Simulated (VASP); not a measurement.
```
V
1.0
   -2.36640     2.36640     1.29114
    2.36640    -2.36640     1.29114
    2.36640     2.36640    -1.29114
V
2
Direct
  0.75000   0.25000   0.50000
  0.00000   0.00000   0.00000
```
Starting moments (μB, in the order of the record's atoms V V): 2.0 2.0.

The base run (VASP): PBE GGA, plane waves, VASP's PBE PAW potentials (set 64). Numerical set-up: 400 eV cut-off, 14×14×14 Γ-centred mesh, first-order Methfessel-Paxton smearing of 0.10 eV, potentials V_sv.

One setting is varied; ΔE counts from the base run. The base run took about 4 core-minutes. Costs are core time on shared hosts, one run each; read them as rough ratios.

Pressures at a finite cut-off, here 400 eV, hold a Pulay part, which wasn't tested here.

```
setting           cost over the base run  electronic steps  ΔE (meV/atom)  pressure (GPa)
----------------  ----------------------  ----------------  -------------  --------------
PREC = Low                     about 1/3                13            0.2           -5.93
PREC = Normal                  about 1/2                13            0.0           -5.95
LASPH = .FALSE.     within a factor of 2                13            6.0           -6.01
PREC = Single       within a factor of 2                13           -0.2           -6.00
ADDGRID = .TRUE.    within a factor of 2                13            0.0           -5.96
base run                       reference                13            0.0           -5.96
```

Left out are runs that failed, have no time on record or changed the cell.

The structure was generated: V was put into the beta-Sn type (I4_1/amd), which need not be its known phase. The cell was not relaxed at this level.
